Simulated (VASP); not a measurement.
```xyz
2
Lattice="0.0000 2.9823 2.9823 2.9823 0.0000 2.9823 2.9823 2.9823 0.0000" Properties=species:S:1:pos:R:3 pbc="T T T"
Zr     0.0000     0.0000     0.0000
Se     1.4911     1.4911     1.4911
```

These are PBEsol GGA, VASP's PBE PAW potentials (set 64) (plane waves; VASP 6.6.1) values and carry that method's errors. Settings: 400 eV cut-off, Gaussian smearing of 0.050 eV, potentials Zr_sv Se.

Question: Estimate the band gap (along the path) with the smallest direct gap where there is one.

Answer: 
The band gap (along the path) is none (metal, semimetal or under 0.01 eV).

The absolute energy has meaning only against runs of the same code, potentials and settings.

The structure was generated: ZrSe was put into the zinc blende type (F-43m), which need not be its known phase. It was relaxed first, which changed the volume by -33 %.
